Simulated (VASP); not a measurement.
YNb: relaxation of cell and atoms with revPBE+D3

YNb:

```
CELL_PARAMETERS angstrom
3.61141 0.00000 0.00000
0.00000 3.61141 0.00000
0.00000 0.00000 3.61141
ATOMIC_POSITIONS crystal
Y 0.00000 0.00000 0.00000
Nb 0.50000 0.50000 0.50000
```

The cell was built by a generator and needn't be a form met in nature.

```json
{"Program": "VASP 6.6.1", "Task": "relaxation of cell and atoms", "Functional": "revPBE", "Dispersion": "D3", "Potentials or basis": "VASP PAW PBE potentials, release 64 (Y_sv, Nb_sv)", "Cutoff": "600 eV", "k mesh": "7 × 7 × 7", "Occupations": "fermi-dirac, width 0.05 eV", "Spin": "no spin polarisation", "Further INCAR settings": "ALGO = Fast; EDIFF = 1e-06; IBRION = 2; EDIFFG = -0.005; NSW = 60; ISIF = 3"}
```

```json
{
 "Relaxed volume": "22.65 Å³/atom",
 "Relaxed cell": "a = 3.565 Å, b = 3.565 Å, c = 3.565 Å, α = 90.00°, β = 90.00°, γ = 90.00°",
 "Space group after relaxing (to 0.05 Å)": "Pm-3m (No. 221)",
 "Energy gained by relaxing": "6.5 meV/atom",
 "Ionic steps": "3",
 "Pressure after relaxing": "0.0 GPa",
 "Band gap on the k mesh": "none (metal or under the smearing width)",
 "Dispersion energy per atom": "-0.737 eV"
}
```

The path:
```tsv
step	energy change (eV)	largest force (eV/Å)	pressure (GPa)	volume (Å³)
1	0.0000	0.0000	-2.12	47.10
2	-0.0126	0.0000	0.47	45.01
3	-0.0130	0.0000	0.03	45.31
```

Final structure:
```
Y Nb
1.0
     3.56493    0.00000    0.00000
     0.00000    3.56493    0.00000
     0.00000    0.00000    3.56493
Y Nb
1 1
Direct
  0.00000 0.00000 0.00000
  0.50000 0.50000 0.50000
```

Levels at points of the mesh, in eV from the Fermi level:
| k point | band 9 | band 10 | band 11 | band 12 | band 13 | band 14 | band 15 | band 16 |
| --- | --- | --- | --- | --- | --- | --- | --- | --- |
| (0.00, 0.00, 0.00) | -5.23 | -2.58 | -2.58 | 0.91 | 0.91 | 0.91 | 3.95 | 3.95 |

Wall time 88 s on 1 thread of Intel(R) Xeon(R) Platinum 8375C CPU @ 2.90GHz (Ice Lake), on a shared host, peak memory 0.2 GiB.

Caveat: the PAW data sets were made with another functional, which shifts forces and pressure a little; pairwise dispersion overbinds metals, which lowers pressure and volume.
